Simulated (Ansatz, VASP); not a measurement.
# Ge (Germanium) in two plane-wave programs

Aim: how closely do two programs agree when they are given the same cell, functional and k mesh? The cell is taken from a series of runs on this material, whose earlier steps may have relaxed, scaled, displaced or heated it; both programs get it as it stands.

Method: plane waves, with VASP 6.6.1 beside it; zone-centre phonons at r2SCAN, in Ansatz 0.2.0.

## (1) Starting point

It takes space group Fd-3m (No. 227, cubic). Conventional cell: a = 5.518 Å, b = 5.518 Å, c = 5.518 Å, α = 90.00°, β = 90.00°, γ = 90.00°. Ge has 4 Ge at 2.39 Å nearest.

Structure file:

```
Ge
1.0
    -0.00006    2.75913    2.75913
     2.75913   -0.00006    2.75913
     2.75913    2.75913   -0.00006
Ge
2
Direct
  0.49999 0.49999 0.49999
  0.75001 0.75001 0.75001
```

## (2) VASP: zone-centre phonons, r2SCAN

Second derivatives magnify differences that forces hide, and they need a tight electronic threshold.

Lines of VASP's logs that name or quote its potential files are left out, and so is its time.

Input file INCAR:

```
SYSTEM = Ge
PREC = Accurate
ENCUT = 550
EDIFF = 1E-08
NELM = 120
ISMEAR = 0
SIGMA = 0.02
LREAL = .FALSE.
ALGO = Normal
METAGGA = R2SCAN
LASPH = .TRUE.
NBANDS = 20
LORBIT = 11
LWAVE = .FALSE.
LCHARG = .FALSE.
ISIF = 2
ISYM = 2
IBRION = 6
NFREE = 2
POTIM = 0.015
NSW = 1
GGA_COMPAT = .FALSE.
EFERMI = MIDGAP
LMIXTAU = .TRUE.
KPAR = 2
```

Input file POSCAR:

```
Ge
1.0
   -0.0000636722      2.7591255828      2.7591255828
    2.7591255828     -0.0000636722      2.7591255828
    2.7591255828      2.7591255828     -0.0000636722
Ge
2
Direct
    0.4999892717      0.4999892717      0.4999892717
    0.7500107283      0.7500107283      0.7500107283
```

Input file KPOINTS:

```
Points of the shifted mesh
1728
Reciprocal
 0.0416666667  0.0416666667  0.0416666667 1
 0.0416666667  0.0416666667  0.1250000000 1
 0.0416666667  0.0416666667  0.2083333333 1
 0.0416666667  0.0416666667  0.2916666667 1
 0.0416666667  0.0416666667  0.3750000000 1
 0.0416666667  0.0416666667  0.4583333333 1
 0.0416666667  0.0416666667  0.5416666667 1
 0.0416666667  0.0416666667  0.6250000000 1
 0.0416666667  0.0416666667  0.7083333333 1
 0.0416666667  0.0416666667  0.7916666667 1
 0.0416666667  0.0416666667  0.8750000000 1
 0.0416666667  0.0416666667  0.9583333333 1
 0.0416666667  0.1250000000  0.0416666667 1
 0.0416666667  0.1250000000  0.1250000000 1
 0.0416666667  0.1250000000  0.2083333333 1
 0.0416666667  0.1250000000  0.2916666667 1
 0.0416666667  0.1250000000  0.3750000000 1
 0.0416666667  0.1250000000  0.4583333333 1
 0.0416666667  0.1250000000  0.5416666667 1
 0.0416666667  0.1250000000  0.6250000000 1
 0.0416666667  0.1250000000  0.7083333333 1
 0.0416666667  0.1250000000  0.7916666667 1
 0.0416666667  0.1250000000  0.8750000000 1
 0.0416666667  0.1250000000  0.9583333333 1
 0.0416666667  0.2083333333  0.0416666667 1
 0.0416666667  0.2083333333  0.1250000000 1
 0.0416666667  0.2083333333  0.2083333333 1
 0.0416666667  0.2083333333  0.2916666667 1
 0.0416666667  0.2083333333  0.3750000000 1
 0.0416666667  0.2083333333  0.4583333333 1
 0.0416666667  0.2083333333  0.5416666667 1
 0.0416666667  0.2083333333  0.6250000000 1
 0.0416666667  0.2083333333  0.7083333333 1
 0.0416666667  0.2083333333  0.7916666667 1
 0.0416666667  0.2083333333  0.8750000000 1
 0.0416666667  0.2083333333  0.9583333333 1
 0.0416666667  0.2916666667  0.0416666667 1
 0.0416666667  0.2916666667  0.1250000000 1
 0.0416666667  0.2916666667  0.2083333333 1
 0.0416666667  0.2916666667  0.2916666667 1
 0.0416666667  0.2916666667  0.3750000000 1
 0.0416666667  0.2916666667  0.4583333333 1
 0.0416666667  0.2916666667  0.5416666667 1
 0.0416666667  0.2916666667  0.6250000000 1
 0.0416666667  0.2916666667  0.7083333333 1
 0.0416666667  0.2916666667  0.7916666667 1
 0.0416666667  0.2916666667  0.8750000000 1
 0.0416666667  0.2916666667  0.9583333333 1
 0.0416666667  0.3750000000  0.0416666667 1
 0.0416666667  0.3750000000  0.1250000000 1
 0.0416666667  0.3750000000  0.2083333333 1
 0.0416666667  0.3750000000  0.2916666667 1
 0.0416666667  0.3750000000  0.3750000000 1
 0.0416666667  0.3750000000  0.4583333333 1
 0.0416666667  0.3750000000  0.5416666667 1
 0.0416666667  0.3750000000  0.6250000000 1
 0.0416666667  0.3750000000  0.7083333333 1
 0.0416666667  0.3750000000  0.7916666667 1
 0.0416666667  0.3750000000  0.8750000000 1
 0.0416666667  0.3750000000  0.9583333333 1
 0.0416666667  0.4583333333  0.0416666667 1
 0.0416666667  0.4583333333  0.1250000000 1
 0.0416666667  0.4583333333  0.2083333333 1
 0.0416666667  0.4583333333  0.2916666667 1
 0.0416666667  0.4583333333  0.3750000000 1
 0.0416666667  0.4583333333  0.4583333333 1
 0.0416666667  0.4583333333  0.5416666667 1
 0.0416666667  0.4583333333  0.6250000000 1
 0.0416666667  0.4583333333  0.7083333333 1
 0.0416666667  0.4583333333  0.7916666667 1
 0.0416666667  0.4583333333  0.8750000000 1
 0.0416666667  0.4583333333  0.9583333333 1
 0.0416666667  0.5416666667  0.0416666667 1
 0.0416666667  0.5416666667  0.1250000000 1
 0.0416666667  0.5416666667  0.2083333333 1
 0.0416666667  0.5416666667  0.2916666667 1
 0.0416666667  0.5416666667  0.3750000000 1
 0.0416666667  0.5416666667  0.4583333333 1
 0.0416666667  0.5416666667  0.5416666667 1
 0.0416666667  0.5416666667  0.6250000000 1
 0.0416666667  0.5416666667  0.7083333333 1
 0.0416666667  0.5416666667  0.7916666667 1
 0.0416666667  0.5416666667  0.8750000000 1
 0.0416666667  0.5416666667  0.9583333333 1
 0.0416666667  0.6250000000  0.0416666667 1
 0.0416666667  0.6250000000  0.1250000000 1
 0.0416666667  0.6250000000  0.2083333333 1
 0.0416666667  0.6250000000  0.2916666667 1
 0.0416666667  0.6250000000  0.3750000000 1
 0.0416666667  0.6250000000  0.4583333333 1
 0.0416666667  0.6250000000  0.5416666667 1
 0.0416666667  0.6250000000  0.6250000000 1
 0.0416666667  0.6250000000  0.7083333333 1
 0.0416666667  0.6250000000  0.7916666667 1
 0.0416666667  0.6250000000  0.8750000000 1
 0.0416666667  0.6250000000  0.9583333333 1
 0.0416666667  0.7083333333  0.0416666667 1
 0.0416666667  0.7083333333  0.1250000000 1
 0.0416666667  0.7083333333  0.2083333333 1
 0.0416666667  0.7083333333  0.2916666667 1
 0.0416666667  0.7083333333  0.3750000000 1
 0.0416666667  0.7083333333  0.4583333333 1
 0.0416666667  0.7083333333  0.5416666667 1
 0.0416666667  0.7083333333  0.6250000000 1
 0.0416666667  0.7083333333  0.7083333333 1
 0.0416666667  0.7083333333  0.7916666667 1
 0.0416666667  0.7083333333  0.8750000000 1
 0.0416666667  0.7083333333  0.9583333333 1
 0.0416666667  0.7916666667  0.0416666667 1
 0.0416666667  0.7916666667  0.1250000000 1
 0.0416666667  0.7916666667  0.2083333333 1
 0.0416666667  0.7916666667  0.2916666667 1
[... 1390 lines left out ...]
 0.8750000000  0.4583333333  0.1250000000 1
 0.8750000000  0.4583333333  0.2083333333 1
 0.8750000000  0.4583333333  0.2916666667 1
 0.8750000000  0.4583333333  0.3750000000 1
 0.8750000000  0.4583333333  0.4583333333 1
 0.8750000000  0.4583333333  0.5416666667 1
 0.8750000000  0.4583333333  0.6250000000 1
 0.8750000000  0.4583333333  0.7083333333 1
 0.8750000000  0.4583333333  0.7916666667 1
 0.8750000000  0.4583333333  0.8750000000 1
 0.8750000000  0.4583333333  0.9583333333 1
 0.8750000000  0.5416666667  0.0416666667 1
 0.8750000000  0.5416666667  0.1250000000 1
 0.8750000000  0.5416666667  0.2083333333 1
 0.8750000000  0.5416666667  0.2916666667 1
 0.8750000000  0.5416666667  0.3750000000 1
 0.8750000000  0.5416666667  0.4583333333 1
 0.8750000000  0.5416666667  0.5416666667 1
 0.8750000000  0.5416666667  0.6250000000 1
 0.8750000000  0.5416666667  0.7083333333 1
 0.8750000000  0.5416666667  0.7916666667 1
 0.8750000000  0.5416666667  0.8750000000 1
 0.8750000000  0.5416666667  0.9583333333 1
 0.8750000000  0.6250000000  0.0416666667 1
 0.8750000000  0.6250000000  0.1250000000 1
 0.8750000000  0.6250000000  0.2083333333 1
 0.8750000000  0.6250000000  0.2916666667 1
 0.8750000000  0.6250000000  0.3750000000 1
 0.8750000000  0.6250000000  0.4583333333 1
 0.8750000000  0.6250000000  0.5416666667 1
 0.8750000000  0.6250000000  0.6250000000 1
 0.8750000000  0.6250000000  0.7083333333 1
 0.8750000000  0.6250000000  0.7916666667 1
 0.8750000000  0.6250000000  0.8750000000 1
 0.8750000000  0.6250000000  0.9583333333 1
 0.8750000000  0.7083333333  0.0416666667 1
 0.8750000000  0.7083333333  0.1250000000 1
 0.8750000000  0.7083333333  0.2083333333 1
 0.8750000000  0.7083333333  0.2916666667 1
 0.8750000000  0.7083333333  0.3750000000 1
 0.8750000000  0.7083333333  0.4583333333 1
 0.8750000000  0.7083333333  0.5416666667 1
 0.8750000000  0.7083333333  0.6250000000 1
 0.8750000000  0.7083333333  0.7083333333 1
 0.8750000000  0.7083333333  0.7916666667 1
 0.8750000000  0.7083333333  0.8750000000 1
 0.8750000000  0.7083333333  0.9583333333 1
 0.8750000000  0.7916666667  0.0416666667 1
 0.8750000000  0.7916666667  0.1250000000 1
 0.8750000000  0.7916666667  0.2083333333 1
 0.8750000000  0.7916666667  0.2916666667 1
 0.8750000000  0.7916666667  0.3750000000 1
 0.8750000000  0.7916666667  0.4583333333 1
 0.8750000000  0.7916666667  0.5416666667 1
 0.8750000000  0.7916666667  0.6250000000 1
 0.8750000000  0.7916666667  0.7083333333 1
 0.8750000000  0.7916666667  0.7916666667 1
 0.8750000000  0.7916666667  0.8750000000 1
 0.8750000000  0.7916666667  0.9583333333 1
 0.8750000000  0.8750000000  0.0416666667 1
 0.8750000000  0.8750000000  0.1250000000 1
 0.8750000000  0.8750000000  0.2083333333 1
 0.8750000000  0.8750000000  0.2916666667 1
 0.8750000000  0.8750000000  0.3750000000 1
 0.8750000000  0.8750000000  0.4583333333 1
 0.8750000000  0.8750000000  0.5416666667 1
 0.8750000000  0.8750000000  0.6250000000 1
 0.8750000000  0.8750000000  0.7083333333 1
 0.8750000000  0.8750000000  0.7916666667 1
 0.8750000000  0.8750000000  0.8750000000 1
 0.8750000000  0.8750000000  0.9583333333 1
 0.8750000000  0.9583333333  0.0416666667 1
 0.8750000000  0.9583333333  0.1250000000 1
 0.8750000000  0.9583333333  0.2083333333 1
 0.8750000000  0.9583333333  0.2916666667 1
 0.8750000000  0.9583333333  0.3750000000 1
 0.8750000000  0.9583333333  0.4583333333 1
 0.8750000000  0.9583333333  0.5416666667 1
 0.8750000000  0.9583333333  0.6250000000 1
 0.8750000000  0.9583333333  0.7083333333 1
 0.8750000000  0.9583333333  0.7916666667 1
 0.8750000000  0.9583333333  0.8750000000 1
 0.8750000000  0.9583333333  0.9583333333 1
 0.9583333333  0.0416666667  0.0416666667 1
 0.9583333333  0.0416666667  0.1250000000 1
 0.9583333333  0.0416666667  0.2083333333 1
 0.9583333333  0.0416666667  0.2916666667 1
 0.9583333333  0.0416666667  0.3750000000 1
 0.9583333333  0.0416666667  0.4583333333 1
 0.9583333333  0.0416666667  0.5416666667 1
 0.9583333333  0.0416666667  0.6250000000 1
 0.9583333333  0.0416666667  0.7083333333 1
 0.9583333333  0.0416666667  0.7916666667 1
 0.9583333333  0.0416666667  0.8750000000 1
 0.9583333333  0.0416666667  0.9583333333 1
 0.9583333333  0.1250000000  0.0416666667 1
 0.9583333333  0.1250000000  0.1250000000 1
 0.9583333333  0.1250000000  0.2083333333 1
 0.9583333333  0.1250000000  0.2916666667 1
 0.9583333333  0.1250000000  0.3750000000 1
 0.9583333333  0.1250000000  0.4583333333 1
 0.9583333333  0.1250000000  0.5416666667 1
 0.9583333333  0.1250000000  0.6250000000 1
 0.9583333333  0.1250000000  0.7083333333 1
 0.9583333333  0.1250000000  0.7916666667 1
 0.9583333333  0.1250000000  0.8750000000 1
 0.9583333333  0.1250000000  0.9583333333 1
 0.9583333333  0.2083333333  0.0416666667 1
 0.9583333333  0.2083333333  0.1250000000 1
 0.9583333333  0.2083333333  0.2083333333 1
 0.9583333333  0.2083333333  0.2916666667 1
 0.9583333333  0.2083333333  0.3750000000 1
 0.9583333333  0.2083333333  0.4583333333 1
 0.9583333333  0.2083333333  0.5416666667 1
 0.9583333333  0.2083333333  0.6250000000 1
 0.9583333333  0.2083333333  0.7083333333 1
 0.9583333333  0.2083333333  0.7916666667 1
 0.9583333333  0.2083333333  0.8750000000 1
 0.9583333333  0.2083333333  0.9583333333 1
 0.9583333333  0.2916666667  0.0416666667 1
 0.9583333333  0.2916666667  0.1250000000 1
 0.9583333333  0.2916666667  0.2083333333 1
 0.9583333333  0.2916666667  0.2916666667 1
 0.9583333333  0.2916666667  0.3750000000 1
 0.9583333333  0.2916666667  0.4583333333 1
 0.9583333333  0.2916666667  0.5416666667 1
 0.9583333333  0.2916666667  0.6250000000 1
 0.9583333333  0.2916666667  0.7083333333 1
 0.9583333333  0.2916666667  0.7916666667 1
 0.9583333333  0.2916666667  0.8750000000 1
 0.9583333333  0.2916666667  0.9583333333 1
 0.9583333333  0.3750000000  0.0416666667 1
 0.9583333333  0.3750000000  0.1250000000 1
 0.9583333333  0.3750000000  0.2083333333 1
 0.9583333333  0.3750000000  0.2916666667 1
 0.9583333333  0.3750000000  0.3750000000 1
 0.9583333333  0.3750000000  0.4583333333 1
 0.9583333333  0.3750000000  0.5416666667 1
 0.9583333333  0.3750000000  0.6250000000 1
 0.9583333333  0.3750000000  0.7083333333 1
 0.9583333333  0.3750000000  0.7916666667 1
 0.9583333333  0.3750000000  0.8750000000 1
 0.9583333333  0.3750000000  0.9583333333 1
 0.9583333333  0.4583333333  0.0416666667 1
 0.9583333333  0.4583333333  0.1250000000 1
 0.9583333333  0.4583333333  0.2083333333 1
 0.9583333333  0.4583333333  0.2916666667 1
 0.9583333333  0.4583333333  0.3750000000 1
 0.9583333333  0.4583333333  0.4583333333 1
 0.9583333333  0.4583333333  0.5416666667 1
 0.9583333333  0.4583333333  0.6250000000 1
 0.9583333333  0.4583333333  0.7083333333 1
 0.9583333333  0.4583333333  0.7916666667 1
 0.9583333333  0.4583333333  0.8750000000 1
 0.9583333333  0.4583333333  0.9583333333 1
 0.9583333333  0.5416666667  0.0416666667 1
 0.9583333333  0.5416666667  0.1250000000 1
 0.9583333333  0.5416666667  0.2083333333 1
 0.9583333333  0.5416666667  0.2916666667 1
 0.9583333333  0.5416666667  0.3750000000 1
 0.9583333333  0.5416666667  0.4583333333 1
 0.9583333333  0.5416666667  0.5416666667 1
 0.9583333333  0.5416666667  0.6250000000 1
 0.9583333333  0.5416666667  0.7083333333 1
 0.9583333333  0.5416666667  0.7916666667 1
 0.9583333333  0.5416666667  0.8750000000 1
 0.9583333333  0.5416666667  0.9583333333 1
 0.9583333333  0.6250000000  0.0416666667 1
 0.9583333333  0.6250000000  0.1250000000 1
 0.9583333333  0.6250000000  0.2083333333 1
 0.9583333333  0.6250000000  0.2916666667 1
 0.9583333333  0.6250000000  0.3750000000 1
 0.9583333333  0.6250000000  0.4583333333 1
 0.9583333333  0.6250000000  0.5416666667 1
 0.9583333333  0.6250000000  0.6250000000 1
 0.9583333333  0.6250000000  0.7083333333 1
 0.9583333333  0.6250000000  0.7916666667 1
 0.9583333333  0.6250000000  0.8750000000 1
 0.9583333333  0.6250000000  0.9583333333 1
 0.9583333333  0.7083333333  0.0416666667 1
 0.9583333333  0.7083333333  0.1250000000 1
 0.9583333333  0.7083333333  0.2083333333 1
 0.9583333333  0.7083333333  0.2916666667 1
 0.9583333333  0.7083333333  0.3750000000 1
 0.9583333333  0.7083333333  0.4583333333 1
 0.9583333333  0.7083333333  0.5416666667 1
 0.9583333333  0.7083333333  0.6250000000 1
 0.9583333333  0.7083333333  0.7083333333 1
 0.9583333333  0.7083333333  0.7916666667 1
 0.9583333333  0.7083333333  0.8750000000 1
 0.9583333333  0.7083333333  0.9583333333 1
 0.9583333333  0.7916666667  0.0416666667 1
 0.9583333333  0.7916666667  0.1250000000 1
 0.9583333333  0.7916666667  0.2083333333 1
 0.9583333333  0.7916666667  0.2916666667 1
 0.9583333333  0.7916666667  0.3750000000 1
 0.9583333333  0.7916666667  0.4583333333 1
 0.9583333333  0.7916666667  0.5416666667 1
 0.9583333333  0.7916666667  0.6250000000 1
 0.9583333333  0.7916666667  0.7083333333 1
 0.9583333333  0.7916666667  0.7916666667 1
 0.9583333333  0.7916666667  0.8750000000 1
 0.9583333333  0.7916666667  0.9583333333 1
 0.9583333333  0.8750000000  0.0416666667 1
 0.9583333333  0.8750000000  0.1250000000 1
 0.9583333333  0.8750000000  0.2083333333 1
 0.9583333333  0.8750000000  0.2916666667 1
 0.9583333333  0.8750000000  0.3750000000 1
 0.9583333333  0.8750000000  0.4583333333 1
 0.9583333333  0.8750000000  0.5416666667 1
 0.9583333333  0.8750000000  0.6250000000 1
 0.9583333333  0.8750000000  0.7083333333 1
 0.9583333333  0.8750000000  0.7916666667 1
 0.9583333333  0.8750000000  0.8750000000 1
 0.9583333333  0.8750000000  0.9583333333 1
 0.9583333333  0.9583333333  0.0416666667 1
 0.9583333333  0.9583333333  0.1250000000 1
 0.9583333333  0.9583333333  0.2083333333 1
 0.9583333333  0.9583333333  0.2916666667 1
 0.9583333333  0.9583333333  0.3750000000 1
 0.9583333333  0.9583333333  0.4583333333 1
 0.9583333333  0.9583333333  0.5416666667 1
 0.9583333333  0.9583333333  0.6250000000 1
 0.9583333333  0.9583333333  0.7083333333 1
 0.9583333333  0.9583333333  0.7916666667 1
 0.9583333333  0.9583333333  0.8750000000 1
 0.9583333333  0.9583333333  0.9583333333 1
```

Potentials, in the order of the species: Ge_d (PBE family, release 64).

The run is started by

```
$ mpirun -np 2 vasp_std
```

Numbers of over 12 decimals in the logs are rounded to 6 here.

What it wrote:

```text
[banner, memory and clock lines left out]
running    2 mpi-ranks, on    1 nodes
[...]
|                                                                             |
|               ----> ADVICE to this user running VASP <----                  |
|                                                                             |
|     You enforced a specific xc type in the INCAR file but a different       |
|     [... a line on the potential file left out ...]
|     I HOPE YOU KNOW WHAT YOU ARE DOING!                                     |
|                                                                             |

 LDA part: xc-table for (None), standard interpolation
 POSCAR, INCAR and KPOINTS ok, starting setup
[...]
entering main loop
       N       E                     dE             d eps       ncg     rms          rms(c)
DAV:   1     0.171057212098E+03    0.17106E+03   -0.15724E+04 74748   0.418E+03
DAV:   2    -0.369721645388E+01   -0.17475E+03   -0.16989E+03 69216   0.629E+02
DAV:   3    -0.294992156666E+02   -0.25802E+02   -0.25597E+02 77436   0.151E+02
DAV:   4    -0.303279635617E+02   -0.82875E+00   -0.82805E+00 78464   0.317E+01
DAV:   5    -0.303416364871E+02   -0.13673E-01   -0.13672E-01 77256   0.441E+00    0.371E+00
DAV:   6    -0.276724314744E+02    0.26692E+01   -0.34196E-01 79612   0.105E+01    0.215E+00
DAV:   7    -0.280791381621E+02   -0.40671E+00   -0.35881E-01 92900   0.912E+00    0.361E-01
DAV:   8    -0.276652995260E+02    0.41384E+00   -0.99515E-02 90152   0.503E+00    0.139E-01
[...]
DAV:  22    -0.276648565583E+02   -0.26820E-07   -0.40873E-09 57056   0.616E-04    0.159E-04
DAV:  23    -0.276648566245E+02   -0.66168E-07   -0.33133E-09 54788   0.645E-04    0.247E-05
DAV:  24    -0.276648566133E+02    0.11151E-07   -0.49070E-10 39476   0.279E-04    0.104E-05
DAV:  25    -0.276648566149E+02   -0.15552E-08   -0.43831E-11 36352   0.108E-04
   1 F= -.27664857E+02 E0= -.27664857E+02  d E =-.116057-165
 Found     1 degrees of freedom:
 Finite differences POTIM= 0.01500 DOF=   1
[...]
N       E                     dE             d eps       ncg     rms          rms(c)
DAV:   1    -0.276615990514E+02    0.32576E-02   -0.10023E+00 77056   0.844E+00    0.623E-02
DAV:   2    -0.276631957509E+02   -0.15967E-02   -0.12228E-02 72388   0.125E+00    0.345E-02
DAV:   3    -0.276631029195E+02    0.92831E-04   -0.53731E-04 76240   0.249E-01    0.136E-02
DAV:   4    -0.276629816475E+02    0.12127E-03   -0.58181E-04 69536   0.180E-01    0.294E-03
DAV:   5    -0.276632277908E+02   -0.24614E-03   -0.35445E-04 69420   0.125E-01    0.243E-03
DAV:   6    -0.276632728427E+02   -0.45052E-04   -0.20527E-05 72228   0.298E-02    0.124E-03
DAV:   7    -0.276632734721E+02   -0.62946E-06   -0.92332E-07 79416   0.802E-03    0.380E-04
DAV:   8    -0.276632737906E+02   -0.31850E-06   -0.80754E-07 71716   0.874E-03    0.159E-04
DAV:   9    -0.276632741073E+02   -0.31672E-06   -0.12479E-07 58212   0.375E-03    0.919E-05
DAV:  10    -0.276632741229E+02   -0.15574E-07   -0.93887E-08 57640   0.224E-03    0.390E-05
DAV:  11    -0.276632741357E+02   -0.12818E-07   -0.12646E-08 59300   0.994E-04    0.189E-05
DAV:  12    -0.276632741401E+02   -0.44083E-08   -0.12316E-09 44764   0.341E-04
   2 F= -.27663274E+02 E0= -.27663274E+02  d E =-.422532-144
 Finite differences progress:
  Degree of freedom:   1/  1
  Displacement:        1/  2
  Total:               1/  2
[...]
N       E                     dE             d eps       ncg     rms          rms(c)
DAV:   1    -0.276562908641E+02    0.69833E-02   -0.40400E+00 77096   0.172E+01    0.125E-01
DAV:   2    -0.276629454413E+02   -0.66546E-02   -0.51552E-02 72380   0.248E+00    0.690E-02
DAV:   3    -0.276626248899E+02    0.32055E-03   -0.21693E-03 76820   0.502E-01    0.282E-02
DAV:   4    -0.276620563678E+02    0.56852E-03   -0.22974E-03 69476   0.361E-01    0.586E-03
DAV:   5    -0.276631012662E+02   -0.10449E-02   -0.14020E-03 69416   0.248E-01    0.480E-03
DAV:   6    -0.276632531812E+02   -0.15191E-03   -0.58279E-05 73528   0.508E-02    0.284E-03
DAV:   7    -0.276632584702E+02   -0.52890E-05   -0.42123E-06 78484   0.165E-02    0.710E-04
DAV:   8    -0.276632628759E+02   -0.44057E-05   -0.52644E-06 71016   0.211E-02    0.336E-04
DAV:   9    -0.276632638901E+02   -0.10143E-05   -0.45973E-07 73000   0.697E-03    0.173E-04
DAV:  10    -0.276632640779E+02   -0.18782E-06   -0.48439E-07 70328   0.437E-03    0.690E-05
DAV:  11    -0.276632641272E+02   -0.49280E-07   -0.49838E-08 59536   0.172E-03    0.413E-05
DAV:  12    -0.276632641422E+02   -0.14970E-07   -0.35714E-09 55224   0.653E-04    0.123E-05
DAV:  13    -0.276632641418E+02    0.35834E-09   -0.17010E-09 42028   0.389E-04
   3 F= -.27663264E+02 E0= -.27663264E+02  d E =-.298493-145
 Finite differences progress:
  Degree of freedom:   1/  1
  Displacement:        2/  2
  Total:               2/  2
```

(Part 1 of 2 ends here.)

[Lines on the potential files, build, host, timing and source positions are cut from VASP's logs without a mark.]

[Logs are printed without paths, hosts, clocks, repeated set-up lines and the standing remarks that a program may print on its own settings, such as how far it seeks lower states.]

[Hosts, paths, dates, database ids (printed as entryN), source tags and the programs' standing remarks are cut or masked in the printed files.]
